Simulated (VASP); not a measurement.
# AlN: exact exchange and RPA correlation, part 3 of 7

Aim: total energies of AlN from exact exchange and RPA correlation, beside cheaper functionals. The scan starts from a database cell, scaled to the smallest volume of the series. The cell is of the wurtzite type, one of the forms listed for this formula. The start is a cell from a database of measured crystal structures.

VASP 6.6.1, plane waves and PAW; the level of theory is named at each step.

So far. Step 7 (Orbitals for comparison: HSE06, volume ratio 0.92): The run ends at a pressure of 14.63 GPa, with forces up to 0.19 eV/Å. Step 8 (Comparison: HSE06, volume ratio 0.92): Its energy is -8.7150 eV an atom, on a zero of its own.

The database entry behind the starting cell differs from later determinations by our own check (inner coordinate u about 0.002 short), so it need not match the best structure at ambient conditions.

### Step 9. Orbitals, volume ratio 0.96

This step: LDA; plane waves and PAW (Al_GW, N_GW) (VASP 6.6.1).

The same chain follows at a volume ratio of 0.96.

Input file INCAR:

```
SYSTEM = AlN
PREC = Accurate
ENCUT = 570
EDIFF = 1E-08
NELM = 100
ISMEAR = 0
SIGMA = 0.05
LREAL = .FALSE.
ALGO = Normal
GGA = CA
NBANDS = 14
LORBIT = 11
LWAVE = .TRUE.
LCHARG = .FALSE.
KPAR = 4
```

Input file POSCAR:

```
AlN
1.0
    3.0709272750      0.0000000000      0.0000000000
   -1.5354636375      2.6595010333      0.0000000000
    0.0000000000      0.0000000000      4.9136809369
Al N
2 2
Direct
    0.6666666667      0.3333333333      0.5000000000
    0.3333333333      0.6666666667      0.0000000000
    0.6666666667      0.3333333333      0.8800000000
    0.3333333333      0.6666666667      0.3800000000
```

Input file KPOINTS:

```
Automatic mesh
0
Gamma
6 6 4
0 0 0
```

PAW data sets: Al_GW and N_GW (LDA family, release 64).

Run with:

```bash
$ mpirun -np 4 vasp_std
```

Log:

```text
[... set-up lines as in an earlier step ...]
 entering main loop
       N       E                     dE             d eps       ncg     rms          rms(c)
DAV:   1     0.653995591748E+02    0.65400E+02   -0.78769E+03   588   0.112E+03
DAV:   3    -0.379364367268E+02   -0.55364E+01   -0.54928E+01   816   0.626E+01
DAV:   4    -0.380318370654E+02   -0.95400E-01   -0.95359E-01   702   0.105E+01
DAV:   5    -0.380351399314E+02   -0.33029E-02   -0.33014E-02   844   0.164E+00    0.124E+01
[...]
DAV:  13    -0.329005535404E+02    0.63409E-06   -0.21739E-06   984   0.168E-02    0.164E-04
DAV:  14    -0.329005535261E+02    0.14353E-07   -0.46581E-08   756   0.185E-03    0.108E-04
DAV:  15    -0.329005535217E+02    0.43921E-08   -0.15482E-09   552   0.405E-04
   1 F= -.32900554E+02 E0= -.32900554E+02  d E =-.485244E-19
 writing wavefunctions
```

Elapsed: 4 s, on 4 MPI ranks of Intel Xeon Platinum 8259CL at 2.50GHz (Skylake/Cascade Lake), shared host; peak memory 0.55 GiB; 14 s of CPU time.

OUTCAR, selected parts (step 9):

```text
  Total        0.9147925      0.9147925      1.2694137      0.0000000      0.0000000      0.0000000
  in kB       36.5221672     36.5221672     50.6800602      0.0000000      0.0000000      0.0000000
  external PRESSURE =      41.2414649 kB  Pullay stress =       0.0000000 kB

 POSITION                                       TOTAL-FORCE (eV/Angst)
 -----------------------------------------------------------------------------------
      1.53546      0.88650      2.45684        -0.000000      0.000000     -0.151229
     -0.00000      1.77300      0.00000         0.000000      0.000000     -0.151229
      1.53546      0.88650      4.32404         0.000000      0.000000      0.151229
     -0.00000      1.77300      1.86720        -0.000000     -0.000000      0.151229
 -----------------------------------------------------------------------------------
    total drift:                               -0.000000     -0.000000     -0.000305

  FREE ENERGIE OF THE ION-ELECTRON SYSTEM (eV)
  ---------------------------------------------------
  free  energy   TOTEN  =       -32.9005535217 eV

  energy  without entropy=      -32.9005535217  energy(sigma->0) =      -32.90055352

[... 1 part as in an earlier step ...]

[... 2 further parts left out ...]
[key lines of the parts left out:]
E-fermi :   5.6501
```

The run ends at a pressure of 4.12 GPa, with forces up to 0.15 eV/Å.

### Step 10. Exact exchange, volume ratio 0.96

This step: Hartree-Fock energy on LDA orbitals; plane waves and PAW (Al_GW, N_GW) (VASP 6.6.1).

Exact exchange at this point.

Input file INCAR:

```
SYSTEM = AlN
PREC = Accurate
ENCUT = 570
ISMEAR = 0
SIGMA = 0.05
LREAL = .FALSE.
GGA = CA
NBANDS = 14
ALGO = Eigenval
NELM = 1
LHFCALC = .TRUE.
AEXX = 1
ALDAC = 0
AGGAC = 0
PRECFOCK = Normal
LWAVE = .FALSE.
LCHARG = .FALSE.
```

POSCAR is that of step 9.

KPOINTS is that of step 9.

The WAVECAR or CHGCAR of an earlier step is read.

Run with:

```bash
$ mpirun -np 4 vasp_std
```

Log:

```text
[banner, memory and clock lines left out]
running    4 mpi-ranks, on    1 nodes
[...]
LDA part: xc-table for (Slater(with rela. corr.)+CA(PZ))
 , standard interpolation
 [... a notice as in an earlier step ...]

 found WAVECAR, reading the header
  number of bands has changed, file:    14 present:    16
  trying to continue reading WAVECAR, but it might fail
 POSCAR, INCAR and KPOINTS ok, starting setup
[...]
reading WAVECAR
 random initialization beyond band           14
 the WAVECAR file was read successfully
 initial charge from wavefunction
 entering main loop
       N       E                     dE             d eps       ncg     rms          rms(c)
EIG:   1    -0.513777231556E+02   -0.51378E+02    0.00000E+00     0   0.000E+00
   1 F= -.51377723E+02 E0= -.51377723E+02  d E =-.900406E-20
```

It took 72 s on 4 MPI ranks; peak memory 0.51 GiB; 4.8 min of CPU time.

OUTCAR, selected parts (step 10):

```text
 POSITION                                       TOTAL-FORCE (eV/Angst)
 -----------------------------------------------------------------------------------
      1.53546      0.88650      2.45684        -0.000000     -0.000000     -0.189688
     -0.00000      1.77300      0.00000         0.000000      0.000000     -0.189688
      1.53546      0.88650      4.32404         0.000000     -0.000000      0.189688
     -0.00000      1.77300      1.86720        -0.000000      0.000000      0.189688
 -----------------------------------------------------------------------------------
    total drift:                                0.000000      0.000000     -0.051200

  FREE ENERGIE OF THE ION-ELECTRON SYSTEM (eV)
  ---------------------------------------------------
  free  energy   TOTEN  =       -51.3777231556 eV

  energy  without entropy=      -51.3777231556  energy(sigma->0) =      -51.37772316

[... 2 parts as in an earlier step ...]

[... 1 further part left out ...]
[key lines of the parts left out:]
E-fermi :   5.6571
```

The Hartree-Fock energy on these orbitals is -12.8444 eV an atom.

### Step 11. Empty bands, volume ratio 0.96

This step: LDA; plane waves and PAW (Al_GW, N_GW) (VASP 6.6.1).

The empty bands are made again, for the run that follows.

Input file INCAR:

```
SYSTEM = AlN
PREC = Accurate
ENCUT = 570
ISMEAR = 0
SIGMA = 0.05
LREAL = .FALSE.
GGA = CA
NBANDS = 1252
ALGO = Exact
NELM = 1
LWAVE = .TRUE.
LCHARG = .FALSE.
LOPTICS = .TRUE.
NEDOS = 1000
CSHIFT = 0.1
```

POSCAR is that of step 10.

KPOINTS is that of step 10.

Run with:

```bash
$ mpirun -np 4 vasp_std
```

Log:

```text
[banner, memory and clock lines left out]
running    4 mpi-ranks, on    1 nodes
[...]
LDA part: xc-table for (Slater(with rela. corr.)+CA(PZ))
 , standard interpolation
 found WAVECAR, reading the header
  number of bands has changed, file:    14 present:  1252
  trying to continue reading WAVECAR, but it might fail
 POSCAR, INCAR and KPOINTS ok, starting setup
[...]
reading WAVECAR
 random initialization beyond band           14
 the WAVECAR file was read successfully
 initial charge from wavefunction
 entering main loop
       N       E                     dE             d eps       ncg     rms          rms(c)
DIA:   1    -0.329005535220E+02   -0.32901E+02    0.00000E+00     0   0.000E+00
   1 F= -.32900554E+02 E0= -.32900554E+02  d E =-.426558E-29
 writing wavefunctions
 optical routines
 imaginary and real dielectric function
 recalculating local potential from charge density
 direction            1
 direction            2
 direction            3
```

Elapsed: 41 s, on 4 MPI ranks; peak memory 1.8 GiB; 2.7 min of CPU time.

From OUTCAR (step 11):

```text
  Total        0.9145611      0.9145611      1.2691985      0.0000000      0.0000000      0.0000000
  in kB       36.5129263     36.5129263     50.6714681      0.0000000      0.0000000      0.0000000
  external PRESSURE =      41.2324402 kB  Pullay stress =       0.0000000 kB

 POSITION                                       TOTAL-FORCE (eV/Angst)
 -----------------------------------------------------------------------------------
      1.53546      0.88650      2.45684        -0.000000      0.000000     -0.151233
     -0.00000      1.77300      0.00000         0.000000      0.000000     -0.151233
      1.53546      0.88650      4.32404         0.000000      0.000000      0.151233
     -0.00000      1.77300      1.86720         0.000000     -0.000000      0.151233
 -----------------------------------------------------------------------------------
    total drift:                               -0.000000     -0.000000     -0.000295

  FREE ENERGIE OF THE ION-ELECTRON SYSTEM (eV)
  ---------------------------------------------------
  free  energy   TOTEN  =       -32.9005535220 eV

  energy  without entropy=      -32.9005535220  energy(sigma->0) =      -32.90055352

[... 1 part as in an earlier step ...]

[... 2 further parts left out ...]
[key lines of the parts left out:]
E-fermi :   5.7348
```

WAVECAR now holds 1252 bands for 16 electrons.

### Step 12. RPA correlation, volume ratio 0.96

This step: RPA correlation on LDA orbitals; plane waves and PAW (Al_GW, N_GW) (VASP 6.6.1).

RPA correlation at this point.

Input file INCAR:

```
SYSTEM = AlN
PREC = Accurate
ENCUT = 570
ISMEAR = 0
SIGMA = 0.05
LREAL = .FALSE.
GGA = CA
NBANDS = 1252
ALGO = ACFDT
ENCUTGW = 160
NOMEGA = 12
PRECFOCK = Fast
LWAVE = .FALSE.
LCHARG = .FALSE.
```

POSCAR is that of step 11.

KPOINTS is that of step 11.

Run with:

```bash
$ mpirun -np 4 vasp_std
```

Log:

```text
[banner, memory and clock lines left out]
running    4 mpi-ranks, on    1 nodes
[...]
LDA part: xc-table for (Slater(with rela. corr.)+CA(PZ))
 , standard interpolation
 found WAVECAR, reading the header
 POSCAR, INCAR and KPOINTS ok, starting setup
[...]
reading WAVECAR
 the WAVECAR file was read successfully
 initial charge from wavefunction
 available memory per node:    122.46 GB, setting MAXMEM to    125402

 The Fermi energy was updated, please check that it is located mid-gap
 values below the HOMO (VB) or above the LUMO (CB) will cause erroneous energies
 E-fermi :   7.6551

 the WAVEDER file was read successfully
 set NWRITE>2 for more details about minimax calculation
 number of imaginary grid points requested:      12
 number of distinct grids requested:  1
 quadrature errors minimized for energies in [ 0.461E+01, 0.572E+03 ]
 bosonic grid (T=0, re) determined with error: 0.3406E-08
 bosonic grid (re): 0.3406E-08
       1.0071       3.2349       6.1640      10.4810      17.2676
[...]
NQ=  15    0.0000    0.0000    0.5000,
|.........|.........|.........|.........
 performed     257820000 updates of chi_q(r,r)
 total number of BLAS operations      70080.21 Gflops
NQ=  16    0.1667   -0.0000    0.5000,
|.........|.........|.........|.........
 performed     275008000 updates of chi_q(r,r)
 total number of BLAS operations      74940.43 Gflops
NQ=  17    0.3333   -0.0000    0.5000,
|.........|.........|.........|.........
 performed     292196000 updates of chi_q(r,r)
 total number of BLAS operations      79800.65 Gflops
NQ=  18    0.5000    0.0000    0.5000,
|.........|.........|.........|.........
 performed     309384000 updates of chi_q(r,r)
 total number of BLAS operations      84456.26 Gflops
NQ=  19    0.1667    0.1667    0.5000,
|.........|.........|.........|.........
 performed     326572000 updates of chi_q(r,r)
 total number of BLAS operations      89111.86 Gflops
NQ=  20    0.3333    0.1667    0.5000,
|.........|.........|.........|.........
 performed     343760000 updates of chi_q(r,r)
 total number of BLAS operations      93869.22 Gflops
NQ=  21    0.3333    0.3333    0.5000,
|.........|.........|.........|.........
 performed     360948000 updates of chi_q(r,r)
 total number of BLAS operations      98626.59 Gflops
 entering main loop
```

Elapsed: 22 min, on 4 MPI ranks; peak memory 4.9 GiB; 90 min of CPU time.

Parts of OUTCAR (step 12):

```text
      cutoff energy     smooth cutoff   RPA   correlation   Hartree contr. to MP2
---------------------------------------------------------------------------------
            160.000           128.000      -22.0338643608      -35.2726769917
            152.381           121.905      -21.7737214473      -34.9403577020
            145.125           116.100      -21.5023430449      -34.5884038069
            138.214           110.571      -21.2181569073      -34.2143048991
            131.632           105.306      -20.9213078855      -33.8179026632
            125.364           100.291      -20.6149712368      -33.4025958422
            119.394            95.516      -20.2941417786      -32.9609915699
            113.709            90.967      -19.9651555743      -32.5008739429
  linear regression

[... 2 parts as in an earlier step ...]

[... 2 further parts left out ...]
[key lines of the parts left out:]
E-fermi :   7.6551
```

Extrapolated by the program to an infinite response cutoff, the correlation energy is -6.2736 eV an atom, -23 meV against the point before. With exact exchange the total is -19.1180 eV an atom.

### Step 13. Comparison: r2SCAN, volume ratio 0.96

This step: r2SCAN; plane waves and PAW (Al_GW, N_GW) (VASP 6.6.1).

The comparison at this point.

Input file INCAR:

```
SYSTEM = AlN
PREC = Accurate
ENCUT = 570
EDIFF = 1E-06
NELM = 100
ISMEAR = 0
SIGMA = 0.05
LREAL = .FALSE.
ALGO = Normal
METAGGA = R2SCAN
LASPH = .TRUE.
NBANDS = 14
LWAVE = .FALSE.
LCHARG = .FALSE.
KPAR = 4
```

POSCAR is that of step 12.

KPOINTS is that of step 12.

Run with:

```bash
$ mpirun -np 4 vasp_std
```

Log:

```text
[banner, memory and clock lines left out]
running    4 mpi-ranks, on    1 nodes
[...]
[... a notice as in an earlier step ...]

 LDA part: xc-table for (None), standard interpolation
 POSCAR, INCAR and KPOINTS ok, starting setup
[...]
entering main loop
       N       E                     dE             d eps       ncg     rms          rms(c)
DAV:   1    -0.182580666668E+02   -0.18258E+02   -0.81656E+03   588   0.116E+03
DAV:   2    -0.119599294045E+03   -0.10134E+03   -0.88705E+02   840   0.327E+02
DAV:   3    -0.125305467976E+03   -0.57062E+01   -0.56629E+01   816   0.645E+01
DAV:   4    -0.125404192025E+03   -0.98724E-01   -0.98678E-01   696   0.109E+01
[...]
DAV:  11    -0.116046705812E+03    0.29988E-04   -0.15277E-04  1002   0.170E-01    0.232E-03
DAV:  12    -0.116046707227E+03   -0.14153E-05   -0.35798E-06   780   0.210E-02    0.356E-03
DAV:  13    -0.116046707092E+03    0.13482E-06   -0.61314E-07   612   0.109E-02
   1 F= -.11604671E+03 E0= -.11604671E+03  d E =-.754896E-16
```

The job ended after 14 s (4 MPI ranks; peak memory 0.63 GiB).

OUTCAR, selected parts (step 13):

```text
  Total        1.7025025      1.7025025      2.0945231      0.0000000      0.0000000      0.0000000
  in kB       67.9706924     67.9706924     83.6217188      0.0000000      0.0000000      0.0000000
  external PRESSURE =      73.1877012 kB  Pullay stress =       0.0000000 kB

 POSITION                                       TOTAL-FORCE (eV/Angst)
 -----------------------------------------------------------------------------------
      1.53546      0.88650      2.45684         0.000000      0.000000     -0.154519
     -0.00000      1.77300      0.00000        -0.000000      0.000000     -0.154519
      1.53546      0.88650      4.32404         0.000000      0.000000      0.154519
     -0.00000      1.77300      1.86720        -0.000000      0.000000      0.154519
 -----------------------------------------------------------------------------------
    total drift:                               -0.000000     -0.000000     -0.022147

  FREE ENERGIE OF THE ION-ELECTRON SYSTEM (eV)
  ---------------------------------------------------
  free  energy   TOTEN  =      -116.0467070921 eV

  energy  without entropy=     -116.0467070921  energy(sigma->0) =     -116.04670709

[... 2 parts as in an earlier step ...]

[... 1 further part left out ...]
[key lines of the parts left out:]
E-fermi :   5.6284
```

Its energy is -29.0117 eV an atom, on a zero of its own.

### Step 14. Orbitals for comparison: HSE06, volume ratio 0.96

This step: LDA; plane waves and PAW (Al_GW, N_GW) (VASP 6.6.1).

Starting orbitals, as before.

Input file INCAR:

```
SYSTEM = AlN
PREC = Accurate
ENCUT = 570
EDIFF = 1E-05
NELM = 100
ISMEAR = 0
SIGMA = 0.05
LREAL = .FALSE.
ALGO = Normal
GGA = CA
NBANDS = 14
LORBIT = 11
LWAVE = .TRUE.
LCHARG = .FALSE.
KPAR = 4
```

POSCAR is that of step 13.

KPOINTS is that of step 13.

Run with:

```bash
$ mpirun -np 4 vasp_std
```

Log:

```text
[... set-up lines as in an earlier step ...]
 entering main loop
       N       E                     dE             d eps       ncg     rms          rms(c)
[... 10 cycles as in an earlier step ...]
DAV:  12    -0.329005541697E+02   -0.59410E-07   -0.65965E-07   492   0.806E-03
   1 F= -.32900554E+02 E0= -.32900554E+02  d E =-.562906E-19
 writing wavefunctions
```

Wall time 3.4 s (4 MPI ranks); peak memory 0.55 GiB; 11 s of CPU time.

OUTCAR, selected parts (step 14):

```text
  Total        0.9037182      0.9037182      1.2584052      0.0000000      0.0000000      0.0000000
  in kB       36.0800357     36.0800357     50.2405579      0.0000000      0.0000000      0.0000000
  external PRESSURE =      40.8002098 kB  Pullay stress =       0.0000000 kB

 POSITION                                       TOTAL-FORCE (eV/Angst)
 -----------------------------------------------------------------------------------
      1.53546      0.88650      2.45684         0.000000      0.000000     -0.151198
     -0.00000      1.77300      0.00000        -0.000000      0.000000     -0.151198
      1.53546      0.88650      4.32404        -0.000000      0.000000      0.151198
     -0.00000      1.77300      1.86720         0.000000     -0.000000      0.151198
 -----------------------------------------------------------------------------------
    total drift:                               -0.000000     -0.000000     -0.000543

  FREE ENERGIE OF THE ION-ELECTRON SYSTEM (eV)
  ---------------------------------------------------
  free  energy   TOTEN  =       -32.9005541697 eV

  energy  without entropy=      -32.9005541697  energy(sigma->0) =      -32.90055417

[... 2 parts as in an earlier step ...]

[... 1 further part left out ...]
[key lines of the parts left out:]
E-fermi :   5.6503
```

The run ends at a pressure of 4.08 GPa, with forces up to 0.15 eV/Å.

### Step 15. Comparison: HSE06, volume ratio 0.96

This step: HSE06; plane waves and PAW (Al_GW, N_GW) (VASP 6.6.1).

The comparison at this point.

Input file INCAR:

```
SYSTEM = AlN
PREC = Accurate
ENCUT = 570
EDIFF = 1E-06
NELM = 100
ISMEAR = 0
SIGMA = 0.05
LREAL = .FALSE.
ALGO = Normal
LHFCALC = .TRUE.
AEXX = 0.25
GGA = PE
HFSCREEN = 0.2
LASPH = .TRUE.
NBANDS = 14
PRECFOCK = Fast
LWAVE = .FALSE.
LCHARG = .FALSE.
KPAR = 4
```

POSCAR is that of step 14.

KPOINTS is that of step 14.

The WAVECAR or CHGCAR of an earlier step is read.

Run with:

```bash
$ mpirun -np 4 vasp_std
```

Log:

```text
[... set-up lines as in an earlier step ...]
 entering main loop
       N       E                     dE             d eps       ncg     rms          rms(c)
DAV:   1    -0.349884509409E+02   -0.34988E+02   -0.96618E-01   642   0.154E+01    0.766E-01
DAV:   2    -0.349905893204E+02   -0.21384E-02   -0.26816E-02   804   0.189E+00    0.514E-01
DAV:   3    -0.349856849637E+02    0.49044E-02   -0.55730E-03   828   0.680E-01    0.325E-01
DAV:   4    -0.349850057089E+02    0.67925E-03   -0.11287E-03   804   0.240E-01    0.215E-01
[...]
DAV:   9    -0.349845063193E+02    0.38913E-05   -0.11678E-06   456   0.164E-02    0.127E-02
DAV:  10    -0.349845051109E+02    0.12084E-05   -0.80455E-07   450   0.895E-03    0.748E-03
DAV:  11    -0.349845048128E+02    0.29813E-06   -0.22519E-07   408   0.455E-03
   1 F= -.34984505E+02 E0= -.34984505E+02  d E =-.576497E-16
```

Run time: 4.1 min. Hardware: 4 MPI ranks; peak memory 1.1 GiB.

From OUTCAR (step 15):

```text
 POSITION                                       TOTAL-FORCE (eV/Angst)
 -----------------------------------------------------------------------------------
      1.53546      0.88650      2.45684        -0.000000      0.000000     -0.158767
     -0.00000      1.77300      0.00000         0.000000     -0.000000     -0.158767
      1.53546      0.88650      4.32404        -0.000000     -0.000000      0.158767
     -0.00000      1.77300      1.86720         0.000000      0.000000      0.158767
 -----------------------------------------------------------------------------------
    total drift:                               -0.000000     -0.000001     -0.003776

  FREE ENERGIE OF THE ION-ELECTRON SYSTEM (eV)
  ---------------------------------------------------
  free  energy   TOTEN  =       -34.9845048128 eV

  energy  without entropy=      -34.9845048128  energy(sigma->0) =      -34.98450481

[... 2 parts as in an earlier step ...]

[... 1 further part left out ...]
[key lines of the parts left out:]
E-fermi :   4.9506
```

Its energy is -8.7461 eV an atom, on a zero of its own.

(Part 3 of 7 ends here.)

[Lines on the potential files, build, host, timing and source positions are cut from VASP's logs without a mark.]

[Logs are printed without paths, hosts, clocks, repeated set-up lines and the standing remarks that a program may print on its own settings, such as how far it seeks lower states.]

[Hosts, paths, dates, database ids (printed as entryN), source tags and the programs' standing remarks are cut or masked in the printed files.]

[Pressures printed for these runs are not shown converged in the cutoff: they can be off by several GPa and have the wrong sign.]
